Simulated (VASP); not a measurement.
Here is the system:

```
CELL_PARAMETERS angstrom
      2.41956    -4.19081     0.00000
      2.41956     4.19081     0.00000
      0.00000     0.00000     6.07084
ATOMIC_POSITIONS crystal
  Te 0.00000 0.25321 0.66667
  Te 0.74679 0.74679 0.00000
  Te 0.25321 0.00000 0.33333
```

Method: vdW-DF2, VASP's PBE PAW potentials (set 64) (plane waves; VASP). Run with 520 eV cut-off, 6×6×4 Γ-centred mesh, tetrahedra with Blöchl corrections, potentials Te.

Unless said otherwise, spin-orbit coupling is left out, though it shifts the bands of the heavy elements here.

Question: What does the run give for the energy per atom (σ→0), band gap (on the k-mesh) with the smallest direct gap where there is one?

Answer: 
| Quantity | Result |
|---|---|
| band gap (on the k-mesh) | 0.44 eV |
| smallest direct gap (on the k-mesh) | 0.44 eV |
| energy per atom (σ→0) | -1002 meV/atom |

The absolute energy has meaning only against runs of the same code, potentials and settings.

The compound is Te in the trig structure. It was relaxed first, which changed the volume by +21 %.
